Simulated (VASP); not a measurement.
Consider the following.

```yaml
crystal:
  lattice:
    - [0.00000, 2.78501, 2.78501]
    - [2.78501, 0.00000, 2.78501]
    - [2.78501, 2.78501, 0.00000]
  atoms:
    - { symbol: Ga, position: [0.00000, 0.00000, 0.00000] }
    - { symbol: As, position: [0.25000, 0.25000, 0.25000] }
```

Computed with HSE06 screened hybrid, VASP's PBE PAW potentials (set 64) (plane waves; VASP 6.6.1). Settings: 520 eV cut-off, 6×6×6 Γ-centred mesh, Gaussian smearing of 0.050 eV, potentials Ga_d As.

Problem. Give the stress tensor in GPa (positive for a compressed cell).

Solution. 
```
4.78  0.00  0.00
0.00  4.78  0.00
0.00  0.00  4.78
```
The pressure is its mean diagonal, 4.78 GPa.

The compound is GaAs in the zinc blende structure. This cell is one point of a volume scan, at 0.91 of the reference volume. The cell's shape comes from a PBE relaxation.
